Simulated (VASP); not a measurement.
Shape and ions are relaxed at each volume.

```yaml
crystal:
  lattice:
    - [-1.60641, 1.60641, 2.52317]
    - [1.60641, -1.60641, 2.52317]
    - [1.60641, 1.60641, -2.52317]
  atoms:
    - { symbol: In, position: [0.00000, 0.00000, 0.00000] }
```

These are PBE GGA with D3 dispersion (Becke-Johnson damping), VASP's PBE PAW potentials (set 64) (plane waves; VASP 6.6.1) values and carry that method's errors. Numerical set-up: 520 eV cut-off, 16×16×16 Γ-centred mesh, first-order Methfessel-Paxton smearing of 0.10 eV, potentials In_d.

### Question
Give the energy at these volumes per atom, relative to the lowest: 24.43, 25.21, 25.99, 26.77, 27.55 Å³.

### Answer
15.1, 3.8, 0.0, 2.5, 10.0 meV/atom. A third-order Birch-Murnaghan fit gives B0 = 42.0 GPa and B0′ = 5.6.

Measured: bulk modulus 44.7 GPa at 0 K (computed value off by -6.0 %), as given by K. Lejaeghere et al., Critical reviews in solid state and materials sciences/CRC critical reviews in solid state and materials sciences (2013), arXiv:1204.2733 [extrapolated to 0 K and zero-point effects removed (source: thermally corrected experimental values)].

The compound is In in the bct structure. It was relaxed first.
